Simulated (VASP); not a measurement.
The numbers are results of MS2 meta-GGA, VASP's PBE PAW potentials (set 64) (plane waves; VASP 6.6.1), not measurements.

Input for VASP

### POSCAR
```
Pt
1
   -0.0000000000     1.9521935644     1.9521935644
    1.9521935644     0.0000000000     1.9521935644
    1.9521935644     1.9521935644     0.0000000000
Pt
1
Direct
  0.0000000000   0.0000000000   0.0000000000
```

INCAR:
```
! general
SYSTEM   =  Pt
PREC     =  Accurate
ENCUT    =  520
LREAL    =  .FALSE.
LASPH    =  .TRUE.

! electronic loop
EDIFF    =  1E-7
NELM     =  100
ALGO     =  Normal
LMAXMIX  =  6
LMIXTAU  =  .TRUE.

! smearing
ISMEAR   =  -5

! functional
METAGGA  =  MS2

! ions
ISIF     =  2

! output
LWAVE    =  .FALSE.
LCHARG   =  .FALSE.
LORBIT   =  11
NEDOS    =  601
```

KPOINTS:
```
Automatic mesh
0
G
 18 18 18
```

KPOINTS_OPT:
```
k-points along high-symmetry lines
10
Line-mode
Reciprocal
  0.000000   0.000000   0.000000 ! GAMMA
  0.500000   0.000000   0.500000 ! X

  0.500000   0.000000   0.500000 ! X
  0.625000   0.250000   0.625000 ! U

  0.375000   0.375000   0.750000 ! K
  0.000000   0.000000   0.000000 ! GAMMA

  0.000000   0.000000   0.000000 ! GAMMA
  0.500000   0.500000   0.500000 ! L

  0.500000   0.500000   0.500000 ! L
  0.500000   0.250000   0.750000 ! W

  0.500000   0.250000   0.750000 ! W
  0.500000   0.000000   0.500000 ! X
```

POTCAR, in this order: Pt (PBE.64 set). Program: vasp_std.

The resulting files:

**OSZICAR**
```
       N       E                     dE             d eps       ncg     rms          rms(c)
DAV:   1     0.443831274464E+02    0.44383E+02   -0.55028E+03  3870   0.102E+03
DAV:   2     0.492178992377E+01   -0.39461E+02   -0.37924E+02  3656   0.180E+02
DAV:   3     0.459462405531E+01   -0.32717E+00   -0.32622E+00  4089   0.170E+01
DAV:   4     0.459400638628E+01   -0.61767E-03   -0.61735E-03  3991   0.760E-01
DAV:   5     0.459400411622E+01   -0.22701E-05   -0.22658E-05  3911   0.428E-02    0.147E+01
DAV:   6     0.121203993860E+02    0.75264E+01   -0.48964E+00  3516   0.241E+01    0.657E+00
DAV:   7     0.128096517162E+02    0.68925E+00   -0.14952E+00  3563   0.125E+01    0.459E+00
DAV:   8     0.827614360055E+01   -0.45335E+01   -0.20930E+00  3512   0.215E+01    0.659E+00
DAV:   9     0.104386614886E+02    0.21625E+01   -0.14993E+01  3510   0.423E+01    0.956E+00
DAV:  10     0.119583824503E+02    0.15197E+01   -0.49182E+00  3515   0.219E+01    0.318E+00
DAV:  11     0.120280994909E+02    0.69717E-01   -0.13232E-01  3920   0.335E+00    0.130E+00
DAV:  12     0.120479273280E+02    0.19828E-01   -0.36169E-02  3680   0.171E+00    0.566E-01
DAV:  13     0.120512748543E+02    0.33475E-02   -0.79253E-03  3703   0.780E-01    0.198E-01
DAV:  14     0.120519889322E+02    0.71408E-03   -0.44799E-03  3664   0.624E-01    0.797E-02
DAV:  15     0.120519104190E+02   -0.78513E-04   -0.24933E-04  3642   0.159E-01    0.126E-02
DAV:  16     0.120519183090E+02    0.78900E-05   -0.94212E-06  3672   0.332E-02    0.106E-02
DAV:  17     0.120519131684E+02   -0.51406E-05   -0.11532E-06  3659   0.140E-02    0.933E-03
DAV:  18     0.120519101894E+02   -0.29791E-05   -0.64405E-07  3578   0.765E-03    0.493E-03
DAV:  19     0.120519115188E+02    0.13294E-05   -0.24410E-07  1815   0.469E-03    0.188E-03
DAV:  20     0.120519118506E+02    0.33176E-06   -0.20661E-08  1776   0.140E-03    0.407E-04
DAV:  21     0.120519119883E+02    0.13778E-06   -0.41280E-09  1773   0.633E-04    0.101E-04
DAV:  22     0.120519120486E+02    0.60303E-07   -0.31384E-10  1773   0.184E-04
   1 F= 0.12051912E+02 E0= 0.12051912E+02  d E =0.000000E+00
       N       E                     dE             ncg
```

**OUTCAR**
```
------------------------ aborting loop because EDIFF is reached ----------------------------------------
  FORCE on cell =-STRESS in cart. coord.  units (eV):
  Direction    XX          YY          ZZ          XY          YZ          ZX
  --------------------------------------------------------------------------------------
  Total        0.0089351      0.0089351      0.0089351      0.0000000      0.0000000     -0.0000000
  in kB        0.9620773      0.9620773      0.9620773      0.0000000      0.0000000     -0.0000000
  external PRESSURE =       0.9620773 kB  Pullay stress =       0.0000000 kB
  volume of cell :       14.88
      direct lattice vectors                 reciprocal lattice vectors
     0.000000000  1.952193564  1.952193564    -0.256122143  0.256122143  0.256122143
     1.952193564  0.000000000  1.952193564     0.256122143 -0.256122143  0.256122143
     1.952193564  1.952193564  0.000000000     0.256122143  0.256122143 -0.256122143
 POSITION                                       TOTAL-FORCE (eV/Angst)
 -----------------------------------------------------------------------------------
      0.00000      0.00000      0.00000         0.000000      0.000000      0.000000
 -----------------------------------------------------------------------------------
    total drift:                               -0.000000     -0.000000     -0.000000
  FREE ENERGIE OF THE ION-ELECTRON SYSTEM (eV)
  ---------------------------------------------------
  free  energy   TOTEN  =        12.0519120486 eV

  energy  without entropy=       12.0519120486  energy(sigma->0) =       12.05191205

 total charge

# of ion       s       p       d       tot
------------------------------------------
    1        0.611   0.640   8.044   9.295
```
(Selected blocks of OUTCAR.)

For a metal the tetrahedron method with Blöchl corrections gives inexact stress and forces.

The compound is Pt in the fcc structure. It was relaxed first.
